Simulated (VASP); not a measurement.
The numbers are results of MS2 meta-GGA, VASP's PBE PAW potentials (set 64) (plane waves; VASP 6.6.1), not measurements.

A VASP calculation is set up with these files.

### KPOINTS
```
Regular mesh
0
Gamma
 9 9 9
0 0 0
```

**INCAR**
```
! general
SYSTEM  = AuAl2
PREC    = Accurate
ENCUT   = 520
LREAL   = .False.
LASPH   = .True.

! electronic loop
EDIFF   = 1E-7
NELM    = 100
ALGO    = Normal
LMAXMIX = 6
LMIXTAU = .True.

! smearing
ISMEAR  = 1
SIGMA   = 0.1

! functional
METAGGA = MS2

! ions
ISIF    = 2

! output
LWAVE   = .False.
LCHARG  = .False.
```

### POSCAR
```
AuAl2
4.3258510
  0.0000000000   0.7071067559   0.7071067559
  0.7071067559   0.0000000000   0.7071067559
  0.7071067559   0.7071067559   0.0000000000
Al Au
2 1
Cart
  0.3535533780   0.3535533780   0.3535533780
  1.0606601339   1.0606601339   1.0606601339
  0.0000000000   0.0000000000   0.0000000000
```

POTCAR, in this order: Al Au (PBE.64 set). Program: vasp_std.

What VASP printed:

OSZICAR:
```
       N       E                     dE             d eps       ncg     rms          rms(c)
DAV:   1     0.456840221894E+02    0.45684E+02   -0.67057E+03   872   0.111E+03
DAV:   2    -0.208467580362E+02   -0.66531E+02   -0.61284E+02   928   0.194E+02
DAV:   3    -0.227464026122E+02   -0.18996E+01   -0.18341E+01  1036   0.319E+01
DAV:   4    -0.227587217048E+02   -0.12319E-01   -0.12314E-01   964   0.286E+00
DAV:   5    -0.227588166069E+02   -0.94902E-04   -0.94898E-04  1084   0.281E-01    0.174E+01
DAV:   6    -0.145876254596E+01    0.21300E+02   -0.34114E+01   884   0.661E+01    0.736E+00
DAV:   7    -0.114393084230E+01    0.31483E+00   -0.12861E+00   924   0.138E+01    0.271E+00
DAV:   8    -0.109581275002E+01    0.48118E-01   -0.20028E-01   940   0.435E+00    0.144E+00
DAV:   9    -0.110589617682E+01   -0.10083E-01   -0.36319E-02   888   0.255E+00    0.339E-01
DAV:  10    -0.984104939027E+00    0.12179E+00   -0.20453E-01   868   0.567E+00    0.472E-01
DAV:  11    -0.104829377718E+01   -0.64189E-01   -0.35000E-02   868   0.234E+00    0.281E-01
DAV:  12    -0.107638979944E+01   -0.28096E-01   -0.15982E-02   880   0.148E+00    0.190E-01
DAV:  13    -0.107925698311E+01   -0.28672E-02   -0.43071E-04  1064   0.208E-01    0.173E-01
DAV:  14    -0.108357833890E+01   -0.43214E-02   -0.23531E-03   872   0.584E-01    0.158E-01
DAV:  15    -0.108890085566E+01   -0.53225E-02   -0.22714E-03   852   0.571E-01    0.131E-01
DAV:  16    -0.109076529097E+01   -0.18644E-02   -0.25299E-03   884   0.612E-01    0.799E-02
DAV:  17    -0.109077760593E+01   -0.12315E-04   -0.63147E-05   960   0.936E-02    0.420E-02
DAV:  18    -0.109077920802E+01   -0.16021E-05   -0.18181E-05   904   0.439E-02    0.123E-02
DAV:  19    -0.109078060668E+01   -0.13987E-05   -0.14463E-05   912   0.471E-02    0.398E-03
DAV:  20    -0.109078180410E+01   -0.11974E-05   -0.84198E-07   988   0.105E-02    0.541E-03
DAV:  21    -0.109078286872E+01   -0.10646E-05   -0.16463E-07   520   0.537E-03    0.914E-03
DAV:  22    -0.109078174976E+01    0.11190E-05   -0.16757E-07   476   0.481E-03    0.131E-03
DAV:  23    -0.109078090032E+01    0.84945E-06   -0.24158E-07   800   0.714E-03    0.763E-04
DAV:  24    -0.109078103904E+01   -0.13872E-06   -0.13173E-08   452   0.178E-03    0.401E-04
DAV:  25    -0.109078106710E+01   -0.28061E-07   -0.60474E-09   444   0.105E-03
   1 F= -.10907811E+01 E0= -.10900486E+01  d E =-.219735E-02
```

OUTCAR:
```
------------------------ aborting loop because EDIFF is reached ----------------------------------------
  FORCE on cell =-STRESS in cart. coord.  units (eV):
  Direction    XX          YY          ZZ          XY          YZ          ZX
  --------------------------------------------------------------------------------------
  Total       -2.1157987     -2.1157987     -2.1157987      0.0000000     -0.0000000     -0.0000000
  in kB      -59.2223058    -59.2223058    -59.2223058      0.0000000     -0.0000000     -0.0000000
  external PRESSURE =     -59.2223058 kB  Pullay stress =       0.0000000 kB
  volume of cell :       57.24
      direct lattice vectors                 reciprocal lattice vectors
     0.000000000  3.058838467  3.058838467    -0.163460740  0.163460740  0.163460740
     3.058838467  0.000000000  3.058838467     0.163460740 -0.163460740  0.163460740
     3.058838467  3.058838467  0.000000000     0.163460740  0.163460740 -0.163460740
 POSITION                                       TOTAL-FORCE (eV/Angst)
 -----------------------------------------------------------------------------------
      1.52942      1.52942      1.52942        -0.000000     -0.000000     -0.000000
      4.58826      4.58826      4.58826         0.000000      0.000000      0.000000
      0.00000      0.00000      0.00000        -0.000000      0.000000      0.000000
 -----------------------------------------------------------------------------------
    total drift:                                0.000000     -0.000000      0.000000
  FREE ENERGIE OF THE ION-ELECTRON SYSTEM (eV)
  ---------------------------------------------------
  free  energy   TOTEN  =        -1.0907810671 eV

  energy  without entropy=       -1.0885837211  energy(sigma->0) =       -1.09004862
```
(Selected blocks of OUTCAR.)

The compound is AuAl2 in the fluorite structure. This cell is one point of a volume scan, at 1.06 of the reference volume. The electron count is odd and the run is not spin-polarised, which forces a metal.
